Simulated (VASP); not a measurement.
CuSn (Sorosite), 4 atoms in the cell. It takes space group P6_3/mmc (No. 194, hexagonal). The conventional cell has a = 4.190 Å, b = 4.190 Å, c = 5.086 Å, α = 90.00°, β = 90.00°, γ = 120.00°. Cu (site symmetry -3m) has 2 Cu at 2.54 Å and 6 Sn at 2.73 Å as nearest neighbours. Around Sn (site symmetry -6m2) lie 6 Cu at 2.73 Å. 

* Program: VASP 6.6.1
* Task: single point
* Functional: LDA
* Potentials or basis: VASP PAW LDA potentials, release 64 (Cu, Sn_d)
* Cutoff: 520 eV
* k mesh: 6 × 6 × 5
* Occupations: fermi-dirac, width 0.15 eV
* Spin: no spin polarisation
* Dipole correction: no
* Further INCAR settings: ALGO = Normal; EDIFF = 1e-07; NBANDS = 33

Potentials or basis: VASP PAW LDA potentials, release 64 (Cu, Sn_d).

Command:

```bash
$ cat potpaw_LDA.64/Cu/POTCAR potpaw_LDA.64/Sn_d/POTCAR > POTCAR
$ mpirun -np 1 vasp_std > vasp.out
```

Hardware: 1 thread of Intel(R) Xeon(R) 6975P-C (Granite Rapids), with other jobs on the host.

Task: Estimate the wall time of this run.

Result: Run time: 23 s on 1 thread of Intel(R) Xeon(R) 6975P-C (Granite Rapids) (shared host), peak memory 0.18 GiB. Counts: scf iterations 15, k points 21.
